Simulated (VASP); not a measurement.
Given:

```
K2S
1.0
    0.00000     3.47016     3.47016
    3.47016     0.00000     3.47016
    3.47016     3.47016     0.00000
K S
2 1
Direct
  0.25000   0.25000   0.25000
  0.75000   0.75000   0.75000
  0.00000   0.00000   0.00000
```

These are PBEsol GGA, VASP's PBE PAW potentials (set 64) (plane waves; VASP) values and carry that method's errors. Run with 500 eV cut-off, 6×6×6 Γ-centred mesh, Gaussian smearing of 0.050 eV, potentials K_sv S.

**Question.** Estimate the energy per atom (σ→0), pressure, band gap (on the k-mesh) with the smallest direct gap where there is one.

**Answer.** 
The band gap (on the k-mesh) comes out as 2.75 eV, the smallest direct gap (on the k-mesh) comes out as 3.20 eV and the energy per atom (σ→0) is -3.219 eV/atom. The pressure comes out as 4.92 GPa.

The compound is K2S in the antifluorite structure. It was relaxed first under an external pressure of 5 GPa.
